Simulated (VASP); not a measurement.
Here is the system:

```
CELL_PARAMETERS angstrom
     -1.55314     1.55314     3.81542
      1.55314    -1.55314     3.81542
      1.55314     1.55314    -3.81542
ATOMIC_POSITIONS crystal
  Si 0.66703 0.66703 0.00000
  Si 0.33297 0.33297 0.00000
  W  0.00000 0.00000 0.00000
```

Computed with PBE GGA, VASP's PBE PAW potentials (set 64) (plane waves; VASP). Run with 500 eV cut-off, 14×14×14 Γ-centred mesh, first-order Methfessel-Paxton smearing of 0.10 eV, potentials Si W_sv.

Unless said otherwise, spin-orbit coupling is left out, though it shifts the bands of the heavy elements here.

Q: What does the run give for the energy per atom (σ→0), pressure, band gap (on the k-mesh) with the smallest direct gap where there is one?

A: 
```yaml
band gap (on the k-mesh): none (metal, semimetal or under 0.01 eV)
energy per atom (σ→0): -8.152 eV/atom
pressure: 29.90 GPa
```

Total energies compare only between runs with the same potentials, cut-off and functional.

The compound is WSi2 in the MoSi2 type structure. It was relaxed first under an external pressure of 30 GPa.
